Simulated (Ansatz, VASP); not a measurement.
## MoP2SeS: VASP beside Ansatz

Aim: how closely do two programs agree when they are given the same cell, functional and k mesh? The cell is generated by rule, not measured, and may not be a known phase. The cell is taken from a series of runs on this material, whose earlier steps may have relaxed, scaled, displaced or heated it; both programs get it as it stands.

Calculated with Ansatz 0.2.0; plane waves, with VASP 6.6.1 beside it; single point at HSE06.

The structure was built from a prototype and need not be the compound's stable phase.

## Step 1: Set-up

The structure is trigonal, space group P3m1 (No. 156). Conventional cell: a = 3.225 Å, b = 3.225 Å, c = 11.130 Å, α = 90.00°, β = 90.00°, γ = 120.00°. Mo has 3 S at 2.41 Å and 3 Se at 2.53 Å nearest. S has 3 Mo at 2.41 Å nearest. Nearest to Se lie 3 Mo at 2.53 Å. P has 3 P at 2.24 Å nearest. Nearest to P lie 3 P at 2.24 Å. Farther neighbours and most contacts between anions are not listed.

Structure file:

```cif
data_structure
_symmetry_space_group_name_H-M 'P 1'
_symmetry_Int_Tables_number 1
_cell_length_a 3.2246
_cell_length_b 3.2246
_cell_length_c 11.1299
_cell_angle_alpha 90.000
_cell_angle_beta 90.000
_cell_angle_gamma 120.000
_cell_volume 100.22
loop_
_atom_site_label
_atom_site_type_symbol
_atom_site_fract_x
_atom_site_fract_y
_atom_site_fract_z
_atom_site_occupancy
Mo1 Mo 0.33333 0.66667 0.31681 1
S2 S 0.66667 0.33333 0.45433 1
Se3 Se 0.66667 0.33333 0.16352 1
P4 P 0.66667 0.33333 0.82997 1
P5 P 0.33333 0.66667 0.71761 1
```

## Step 2: VASP: single point, HSE06

With cell and atoms fixed, the geometry can't cause a difference; cores, projectors, grids and the points listed under the comparison can.

Lines of VASP's logs that name or quote its potential files are left out, and so is its time.

The run reads the wave functions of an earlier VASP run, which isn't shown here.

INCAR reads:

```
SYSTEM = MoP2SeS
PREC = Accurate
ENCUT = 400
EDIFF = 1E-06
NELM = 100
ISMEAR = 0
SIGMA = 0.01
LREAL = .FALSE.
ALGO = Normal
LHFCALC = .TRUE.
AEXX = 0.25
GGA = PE
HFSCREEN = 0.208
LASPH = .TRUE.
NBANDS = 24
PRECFOCK = Fast
LORBIT = 11
LWAVE = .FALSE.
LCHARG = .FALSE.
KPAR = 8
ISIF = 2
```

POSCAR reads:

```
MoP2SeS
1.0
    3.2245723348      0.0000000000      0.0000000000
   -1.6122861674      2.7925615582      0.0000000000
    0.0000000000      0.0000000000     11.1299466039
Mo S Se P
1 1 1 2
Direct
    0.3333333333      0.6666666667      0.3168091906
    0.6666666667      0.3333333333      0.4543333109
    0.6666666667      0.3333333333      0.1635179818
    0.6666666667      0.3333333333      0.8299662932
    0.3333333333      0.6666666667      0.7176136603
```

KPOINTS reads:

```
Automatic mesh
0
Gamma
6 6 2
0 0 0
```

Potentials, in the order of the species: Mo_sv, S, Se and P (PBE family, release 64).

Launch:

```
> mpirun -np 8 vasp_std
```

Numbers of over 12 decimals in the logs are rounded to 6 here.

Log:

```text
[banner, memory and clock lines left out]
running    8 mpi-ranks, on    1 nodes
 distrk:  each k-point on    1 cores,    8 groups
 distr:  one band on    1 cores,    1 groups

 POSCAR found type information on POSCAR MoS SeP
 POSCAR found :  4 types and       5 ions
|                                                                             |
|           W    W    AA    RRRRR   N    N  II  N    N   GGGG   !!!           |
|           W    W   A  A   R    R  NN   N  II  NN   N  G    G  !!!           |
|           W    W  A    A  R    R  N N  N  II  N N  N  G       !!!           |
|           W WW W  AAAAAA  RRRRR   N  N N  II  N  N N  G  GGG   !            |
|           WW  WW  A    A  R   R   N   NN  II  N   NN  G    G                |
|           W    W  A    A  R    R  N    N  II  N    N   GGGG   !!!           |
|                                                                             |
|     For optimal performance we recommend to set                             |
|       NCORE = 2 up to number-of-cores-per-socket                            |
|     NCORE specifies how many cores store one orbital (NPAR=cpu/NCORE).      |
|     This setting can greatly improve the performance of VASP for DFT.       |
|     The default, NCORE=1 might be grossly inefficient on modern             |
|     multi-core architectures or massively parallel machines. Do your        |
|     Unfortunately you need to use the default for GW and RPA                |
|     calculations (for HF NCORE is supported but not extensively tested      |
|     yet).                                                                   |
|                                                                             |

 LDA part: xc-table for (Slater+PW92), standard interpolation
 found WAVECAR, reading the header
 POSCAR, INCAR and KPOINTS ok, starting setup
 FFT: planning ... GRIDC
 FFT: planning ... GRID_SOFT
 FFT: planning ... GRID
 reading WAVECAR
 the WAVECAR file was read successfully
 initial charge from wavefunction
 entering main loop
       N       E                     dE             d eps       ncg     rms          rms(c)
DAV:   1    -0.377992776959E+02   -0.37799E+02   -0.98044E-01   696   0.642E+00    0.322E+00
DAV:   2    -0.377741281606E+02    0.25150E-01   -0.12286E-01   688   0.290E+00    0.184E+00
DAV:   3    -0.377775699250E+02   -0.34418E-02   -0.10934E-02   824   0.612E-01    0.979E-01
DAV:   4    -0.377754445182E+02    0.21254E-02   -0.51951E-03   712   0.498E-01    0.524E-01
DAV:   5    -0.377754948189E+02   -0.50301E-04   -0.12728E-03   800   0.220E-01    0.291E-01
DAV:   6    -0.377754293154E+02    0.65504E-04   -0.34784E-04   768   0.130E-01    0.169E-01
DAV:   7    -0.377754157352E+02    0.13580E-04   -0.43668E-05   872   0.552E-02    0.877E-02
DAV:   8    -0.377754135826E+02    0.21526E-05   -0.19742E-05   776   0.297E-02    0.448E-02
DAV:   9    -0.377754123509E+02    0.12317E-05   -0.31765E-06   680   0.137E-02    0.265E-02
DAV:  10    -0.377754125446E+02   -0.19365E-06   -0.10878E-06   456   0.671E-03
   1 F= -.37775413E+02 E0= -.37775413E+02  d E =-.109474-132
```

OUTCAR, selected parts (step 2):

```text
ion  position               nearest neighbor table
   1  0.333  0.667  0.317-   2 2.41   2 2.41   2 2.41   3 2.53   3 2.53   3 2.53
   2  0.667  0.333  0.454-   1 2.41   1 2.41   1 2.41
   3  0.667  0.333  0.164-   1 2.53   1 2.53   1 2.53
   4  0.667  0.333  0.830-   5 2.24   5 2.24   5 2.24
   5  0.333  0.667  0.718-   4 2.24   4 2.24   4 2.24

  LATTYP: Found a hexagonal cell.
 ALAT       =     3.2245723348
 C/A-ratio  =     3.4516039488

 Subroutine GETGRP returns: Found  6 space group operations
 (whereof  6 operations were pure point group operations)

The static configuration has the point symmetry C_3v.

 Found     14 irreducible k-points:

   k-points           NKPTS =     14   k-points in BZ     NKDIM =     72   number of bands    NBANDS=     24

   dimension x,y,z NGX =    24 NGY =   24 NGZ =   80
   dimension x,y,z NGXF=    48 NGYF=   48 NGZF=  160

   ENCUT  =  400.0 eV  29.40 Ry    5.42 a.u.   5.26  5.26 18.15*2*pi/ulx,y,z

   NELECT =      36.0000    total number of electrons

 k-points in reciprocal lattice and weights: Automatic mesh
   0.00000000  0.00000000  0.00000000       0.014
   0.16666667  0.00000000  0.00000000       0.083
   0.33333333  0.00000000  0.00000000       0.083
   0.50000000 -0.00000000  0.00000000       0.042
   0.16666667  0.16666667  0.00000000       0.083
   0.33333333  0.16666667  0.00000000       0.167
   0.33333333  0.33333333  0.00000000       0.028
   0.00000000  0.00000000  0.50000000       0.014
   0.16666667  0.00000000  0.50000000       0.083
[...]
0.33333333  0.16666667  0.50000000       0.167
   0.33333333  0.33333333  0.50000000       0.028

  exchange ACFDT corr.  =         0.00000000  see jH, gK, PRB 81, 115126

 average (electrostatic) potential at core
       1 -70.8719       2 -82.2870       3 -48.9668       4 -79.5244       5 -79.5420

 E-fermi :   6.0174

 k-point     1 :       0.0000    0.0000    0.0000
  band No.  band energies     occupation
    ...
     14       3.7980      2.00000
     15       3.7980      2.00000
     16       4.7128      2.00000
     17       4.7128      2.00000
     18       5.8452      2.00000
     19       8.6412      0.00000
     20       8.6412      0.00000
     21       9.0136      0.00000
     22       9.0136      0.00000
     23       9.6924      0.00000
    ...

 k-point     2 :       0.1667    0.0000    0.0000
  band No.  band energies     occupation
    ...
     14       3.3737      2.00000
     15       3.7665      2.00000
     16       3.8071      2.00000
     17       3.9761      2.00000
     18       5.2305      2.00000
     19       8.0142      0.00000
     20       8.4324      0.00000
     21       8.4680      0.00000
     22       8.7011      0.00000
     23       9.2978      0.00000
    ...

 k-point     3 :       0.3333    0.0000    0.0000
  band No.  band energies     occupation
    ...
     14       2.6463      2.00000
     15       3.1147      2.00000
     16       3.8405      2.00000
     17       3.8754      2.00000
     18       4.3493      2.00000
     19       7.2160      0.00000
     20       7.8834      0.00000
     21       8.0609      0.00000
     22       9.2830      0.00000
     23       9.7646      0.00000
    ...

  Total       -0.2501871     -0.2501871     -0.6849252      0.0000000     -0.0000000      0.0000000
  in kB       -3.9995175     -3.9995175    -10.9492854      0.0000000     -0.0000000      0.0000000
  external PRESSURE =      -6.3161068 kB  Pullay stress =       0.0000000 kB

  energy-cutoff  :      400.00
  volume of cell :      100.22
      direct lattice vectors                 reciprocal lattice vectors
     3.224572335  0.000000000  0.000000000     0.310118644  0.179047083  0.000000000
    -1.612286167  2.792561558  0.000000000     0.000000000  0.358094165  0.000000000
     0.000000000  0.000000000 11.129946604     0.000000000  0.000000000  0.089847691

 POSITION                                       TOTAL-FORCE (eV/Angst)
 -----------------------------------------------------------------------------------
     -0.00000      1.86171      3.52607        -0.000000     -0.000000     -0.108439
      1.61229      0.93085      5.05671        -0.000000     -0.000000     -0.523758
      1.61229      0.93085      1.81995        -0.000000     -0.000000      0.574374
      1.61229      0.93085      9.23748         0.000000     -0.000000     -0.643351
     -0.00000      1.86171      7.98700         0.000000      0.000000      0.701173
 -----------------------------------------------------------------------------------
    total drift:                               -0.000003      0.000001      0.000248

  FREE ENERGIE OF THE ION-ELECTRON SYSTEM (eV)
  ---------------------------------------------------
  free  energy   TOTEN  =       -37.7754125446 eV

  energy  without entropy=      -37.7754125446  energy(sigma->0) =      -37.77541254

 total charge
# of ion       s       p       d       tot
------------------------------------------
    1        2.282   6.212   3.890  12.384
    2        1.357   2.347   0.000   3.704
    3        1.497   2.366   0.067   3.929
    4        1.091   1.382   0.000   2.472
    5        1.096   1.370   0.000   2.466
--------------------------------------------------
tot          7.323  13.676   3.957  24.956

[... 3 further parts left out ...]
```

This run has no spin polarisation, so a moment on Mo, if there is one, isn't seen.

[end of part 1 of 2]

[Lines on the potential files, build, host, timing and source positions are cut from VASP's logs without a mark.]

[Logs are printed without paths, hosts, clocks, repeated set-up lines and the standing remarks that a program may print on its own settings, such as how far it seeks lower states.]

[Hosts, paths, dates, database ids (printed as entryN), source tags and the programs' standing remarks are cut or masked in the printed files.]
